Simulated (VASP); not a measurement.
Here is the system:

```yaml
crystal:
  lattice:
    - [4.60106, 0.00000, 0.00000]
    - [0.00000, 4.60106, 0.00000]
    - [0.00000, 0.00000, 2.94125]
  atoms:
    - { symbol: Ti, position: [0.00000, 0.00000, 0.00000] }
    - { symbol: Ti, position: [0.50000, 0.50000, 0.50000] }
    - { symbol: O, position: [0.30465, 0.30465, 0.00000] }
    - { symbol: O, position: [0.80465, 0.19535, 0.50000] }
    - { symbol: O, position: [0.19535, 0.80465, 0.50000] }
    - { symbol: O, position: [0.69535, 0.69535, 0.00000] }
```

Level of theory: AM05 GGA, VASP's PBE PAW potentials (set 64) (plane waves; VASP). Settings: 520 eV cut-off, Gaussian smearing of 0.050 eV, potentials Ti_sv O.

### Question
What does the run give for the band gap (along the path) with the smallest direct gap where there is one?

### Answer

The band gap (along the path) is 1.84 eV and the smallest direct gap (along the path) comes out as 1.84 eV.

The absolute energy has meaning only against runs of the same code, potentials and settings.

The compound is TiO2 in the rutile structure. It was relaxed first.
